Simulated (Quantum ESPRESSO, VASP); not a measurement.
An input for Quantum ESPRESSO (PBE, SSSP 1.1.2 efficiency (PBE) pseudopotentials):

```
&CONTROL
 calculation = 'scf'
 prefix = 'scf'
 outdir = './tmp'
 pseudo_dir = './'
 tprnfor = .true.
 tstress = .true.
/
&SYSTEM
 ibrav = 0
 nat = 3
 ntyp = 1
 ecutwfc = 40
 ecutrho = 320
 occupations = 'smearing'
 smearing = 'fermi-dirac'
 degauss = 0.000734986
/
&ELECTRONS
 conv_thr = 1.0d-8
/
ATOMIC_SPECIES
Se    78.9710  Se_pbe_v1.uspp.F.UPF
ATOMIC_POSITIONS {crystal}
Se    0.00000000    0.22500000    0.66666667
Se    0.77500000    0.77500000    0.00000000
Se    0.22500000    0.00000000    0.33333333
K_POINTS {automatic}
6 6 5  0 0 0
CELL_PARAMETERS {bohr}
   4.17694881    -7.23468756     0.00000000
   4.17694881     7.23468756     0.00000000
   0.00000000     0.00000000     9.46265239
```

Problem. Write the VASP files for the same calculation.

Solution. One set of files that does it:

INCAR:
```
! general
SYSTEM   =  Se
PREC     =  Accurate
ENCUT    =  300   ! plane-wave cut-off (eV)
LREAL    =  F
LASPH    =  T

! electronic loop
EDIFF    =  1E-6   ! SCF stop (eV)
NELM     =  100
ALGO     =  Normal   ! blocked Davidson
LMAXMIX  =  4

! smearing
ISMEAR   =  -1   ! Fermi-Dirac
SIGMA    =  0.01   ! width (eV)

! functional
GGA      =  PE

! ions
ISIF     =  2

! output
LWAVE    =  F
LCHARG   =  F
```

File KPOINTS:
```
Automatic mesh
0
Gamma
6 6 5
0 0 0
```

File POSCAR:
```
Se
1
    2.2103460000    -3.8284320000     0.0000000000
    2.2103460000     3.8284320000     0.0000000000
    0.0000000000     0.0000000000     5.0074200000
Se
3
Direct
  0.0000000000   0.2250000000   0.6666670000
  0.7750000000   0.7750000000   0.0000000000
  0.2250000000   0.0000000000   0.3333330000
```

POTCAR, in this order: Se (PBE.64 set). Program: vasp_std.

Both inputs were run and reached self-consistency, which says nothing on mesh or cut-off. Potentials, basis and cut-offs are each code's own, so they don't translate, and total energies aren't comparable.

The structure is a typed Se crystal (P3_121). The cell was not relaxed at this level, and it may have been scaled.
